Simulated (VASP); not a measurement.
A convergence study with VASP on LaB$_{6}$ (space group no. 221 when undisturbed): a few settings are varied, all else stays as given below, so the limit is that of these other settings. One atom is moved off its site, so that forces are finite.

```yaml
crystal:
  lattice:
    - [4.14752, 0.00000, 0.00000]
    - [0.00000, 4.14752, 0.00000]
    - [0.00000, 0.00000, 4.14752]
  atoms:
    - { symbol: La, position: [0.00000, 0.00000, 0.01205] }
    - { symbol: B, position: [0.80100, 0.50000, 0.50000] }
    - { symbol: B, position: [0.50000, 0.19900, 0.50000] }
    - { symbol: B, position: [0.50000, 0.80100, 0.50000] }
    - { symbol: B, position: [0.19900, 0.50000, 0.50000] }
    - { symbol: B, position: [0.50000, 0.50000, 0.80100] }
    - { symbol: B, position: [0.50000, 0.50000, 0.19900] }
```

These are PBE GGA, VASP's PBE PAW potentials (set 64) (plane waves; VASP) values and carry that method's errors. The last row used: 400 eV cut-off, 8×8×8 Γ-centred mesh, Fermi-Dirac smearing of 0.10 eV, potentials La B.

| setting | E (eV/atom) | pressure (GPa) | largest force (eV/Å) | irreducible k-points |
|---|---|---|---|---|
| EDIFF = 1E-01 | -7.0051 | 0.16 | 0.263 | 75 |
| EDIFF = 1E-02 | -7.0058 | 1.38 | 0.273 | 75 |
| EDIFF = 1E-03 | -7.0058 | 1.17 | 0.275 | 75 |
| EDIFF = 1E-04 | -7.0057 | 0.83 | 0.276 | 75 |
| EDIFF = 1E-05 | -7.0057 | 0.83 | 0.276 | 75 |
| EDIFF = 1E-06 | -7.0057 | 0.83 | 0.276 | 75 |
| EDIFF = 1E-07 | -7.0057 | 0.83 | 0.277 | 75 |
| EDIFF = 1E-08 | -7.0057 | 0.83 | 0.277 | 75 |
| EDIFF = 1E-10 | -7.0057 | 0.83 | 0.277 | 75 |

Left out are rungs that failed or repeat a setting and relaxations that didn't move; long series are thinned to 24 rows.

The structure is a typed LaB6 crystal (space group no. 221). The cell was not relaxed at this level, it is distorted from the ideal structure. The electron count is odd and the run is not spin-polarised, which forces a metal.
